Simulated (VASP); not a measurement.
Output of a VASP run:

File OSZICAR:
```
...
DAV:   3    -0.108925365687E+02   -0.49590E+01   -0.46960E+01  3112   0.772E+01
DAV:   4    -0.111769029954E+02   -0.28437E+00   -0.28216E+00  2910   0.161E+01
DAV:   5    -0.111868147727E+02   -0.99118E-02   -0.99049E-02  3158   0.244E+00    0.716E+00
DAV:   6    -0.107473144720E+02    0.43950E+00   -0.84660E-01  3240   0.122E+01    0.248E+00
DAV:   7    -0.106923899741E+02    0.54924E-01   -0.25247E-01  3246   0.655E+00    0.966E-01
DAV:   8    -0.106962610363E+02   -0.38711E-02   -0.13255E-02  2358   0.175E+00    0.600E-02
DAV:   9    -0.106963072127E+02   -0.46176E-04   -0.11170E-03  3742   0.405E-01    0.372E-02
DAV:  10    -0.106963246322E+02   -0.17420E-04   -0.20886E-05  2444   0.700E-02    0.163E-02
DAV:  11    -0.106963240666E+02    0.56563E-06   -0.99127E-06  2666   0.588E-02
   1 F= -.10696324E+02 E0= -.10696254E+02  d E =-.106963E+02
       N       E                     dE             d eps       ncg     rms          rms(c)
DAV:   1    -0.116724825906E+02   -0.97616E+00   -0.30664E+01  2572   0.894E+01    0.869E+00
DAV:   2    -0.107482953156E+02    0.92419E+00   -0.20428E+00  3046   0.211E+01    0.232E+00
DAV:   3    -0.106384437394E+02    0.10985E+00   -0.73457E-01  3170   0.101E+01    0.151E+00
DAV:   4    -0.106610167259E+02   -0.22573E-01   -0.28219E-02  2994   0.169E+00    0.711E-01
DAV:   5    -0.106773874579E+02   -0.16371E-01   -0.56207E-02  3674   0.182E+00    0.287E-01
DAV:   6    -0.106767578067E+02    0.62965E-03   -0.13068E-03  2590   0.512E-01    0.171E-02
DAV:   7    -0.106767859355E+02   -0.28129E-04   -0.36175E-04  3676   0.139E-01    0.128E-02
DAV:   8    -0.106767859156E+02    0.19857E-07   -0.26294E-06  1950   0.229E-02
   2 F= -.10676786E+02 E0= -.10676876E+02  d E =0.195382E-01
       N       E                     dE             d eps       ncg     rms          rms(c)
DAV:   1    -0.111233738306E+02   -0.44659E+00   -0.12838E+01  2548   0.581E+01    0.517E+00
DAV:   2    -0.107251722081E+02    0.39820E+00   -0.10461E+00  3110   0.146E+01    0.146E+00
DAV:   3    -0.106865617070E+02    0.38611E-01   -0.31480E-01  3188   0.622E+00    0.772E-01
DAV:   4    -0.106947039440E+02   -0.81422E-02   -0.84415E-03  2408   0.102E+00    0.492E-01
DAV:   5    -0.107045685630E+02   -0.98646E-02   -0.24560E-02  3448   0.111E+00    0.216E-01
DAV:   6    -0.107047546540E+02   -0.18609E-03   -0.36564E-04  2386   0.269E-01    0.114E-01
DAV:   7    -0.107048173186E+02   -0.62665E-04   -0.16656E-04  2666   0.212E-01    0.620E-03
DAV:   8    -0.107048162595E+02    0.10592E-05   -0.56535E-06  2670   0.201E-02    0.702E-03
DAV:   9    -0.107048147349E+02    0.15246E-05   -0.98570E-07  1306   0.177E-02    0.192E-03
DAV:  10    -0.107048148810E+02   -0.14611E-06   -0.71842E-08  1100   0.412E-03
   3 F= -.10704815E+02 E0= -.10704897E+02  d E =-.849081E-02
       N       E                     dE             d eps       ncg     rms          rms(c)
DAV:   1    -0.107048694710E+02   -0.54736E-04   -0.15653E-03  2554   0.640E-01    0.585E-02
DAV:   2    -0.107048207095E+02    0.48761E-04   -0.11853E-04  3096   0.158E-01    0.164E-02
DAV:   3    -0.107048151737E+02    0.55358E-05   -0.37770E-05  3226   0.697E-02    0.905E-03
DAV:   4    -0.107048166090E+02   -0.14353E-05   -0.11073E-06  1660   0.121E-02    0.471E-03
DAV:   5    -0.107048181920E+02   -0.15831E-05   -0.32612E-06  2544   0.140E-02    0.262E-03
DAV:   6    -0.107048184295E+02   -0.23744E-06   -0.15052E-07  1076   0.587E-03
   4 F= -.10704818E+02 E0= -.10704903E+02  d E =-.849436E-02
```

**OUTCAR**
```
------------------------ aborting loop because EDIFF is reached ----------------------------------------
  FORCE on cell =-STRESS in cart. coord.  units (eV):
  Direction    XX          YY          ZZ          XY          YZ          ZX
  --------------------------------------------------------------------------------------
  Total       -0.0001859     -0.0001859     -0.0001859      0.0000000      0.0000000     -0.0000000
  in kB       -0.0170830     -0.0170830     -0.0170830      0.0000000      0.0000000     -0.0000000
  external PRESSURE =      -0.0170830 kB  Pullay stress =       0.0000000 kB
  volume of cell :       17.44
      direct lattice vectors                 reciprocal lattice vectors
    -1.633576906  1.633576906  1.633576906     0.000000000  0.306076805  0.306076805
     1.633576906 -1.633576906  1.633576906     0.306076805  0.000000000  0.306076805
     1.633576906  1.633576906 -1.633576906     0.306076805  0.306076805  0.000000000
 POSITION                                       TOTAL-FORCE (eV/Angst)
 -----------------------------------------------------------------------------------
      1.63358      1.63358      1.63358         0.000000      0.000000     -0.000000
 -----------------------------------------------------------------------------------
    total drift:                               -0.000000     -0.000000      0.000000
  FREE ENERGIE OF THE ION-ELECTRON SYSTEM (eV)
  ---------------------------------------------------
  free  energy   TOTEN  =       -10.7048184295 eV

  energy  without entropy=      -10.7050714413  energy(sigma->0) =      -10.70490277

 reached required accuracy - stopping structural energy minimisation
```
(Selected blocks of OUTCAR.)

**POSCAR**
```
Nb
1
   -1.6500000000     1.6500000000     1.6500000000
    1.6500000000    -1.6500000000     1.6500000000
    1.6500000000     1.6500000000    -1.6500000000
Nb
1
Direct
  0.0000000000   0.0000000000   0.0000000000
```

Reconstruct the remaining input files.

One answer among several that fit: the input of the run itself, AM05 GGA, plane waves, VASP's PBE PAW potentials (set 64).

KPOINTS:
```
Automatic mesh
0
Gamma
14 14 14
0 0 0
```

**INCAR**
```
SYSTEM = Nb
PREC = Accurate
ENCUT = 520
EDIFF = 1E-6
NELM = 100
ALGO = Normal
LREAL = .FALSE.
LASPH = .TRUE.
ISMEAR = 1
SIGMA = 0.1
GGA = AM
LMAXMIX = 4
LWAVE = .FALSE.
LCHARG = .FALSE.
IBRION = 2
ISIF = 3
NSW = 60
EDIFFG = -0.01
```

POTCAR, in this order: Nb_sv (PBE.64 set). Program: vasp_std.

Energy and stress use the plane-wave basis of the starting cell.

The compound is Nb in the bcc structure. This run relaxes it. Symmetry was kept, so distortions that lower it aren't found.
